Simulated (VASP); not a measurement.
Energy against volume of BN (wurtzite). Method: AM05 GGA, VASP's PBE PAW potentials (set 64) (plane waves; VASP 6.6.1). Settings: 520 eV cut-off, 10×10×5 Γ-centred mesh, Gaussian smearing of 0.050 eV, potentials B N.

Shape and ions are relaxed at each volume.

```csv
V (Å³/atom),E (eV/atom)
5.700,-9.01931
5.876,-9.02628
6.052,-9.02046
6.229,-9.00352
```

**Question.** Fit these four points and predict the energy of the run at 5.523 Å³/atom.

**Answer.** A cubic in V^(−2/3), the third-order Birch-Murnaghan form, passes through the four points with V0 = 5.88 Å³/atom and B0 = 387 GPa, and gives -8.9974 eV/atom there. The run gave -8.9976 eV/atom, -0.3 meV/atom from the fit; all five points give B0 = 386 GPa.

The compound is BN in the wurtzite structure, a metastable high-pressure form. It was relaxed first.
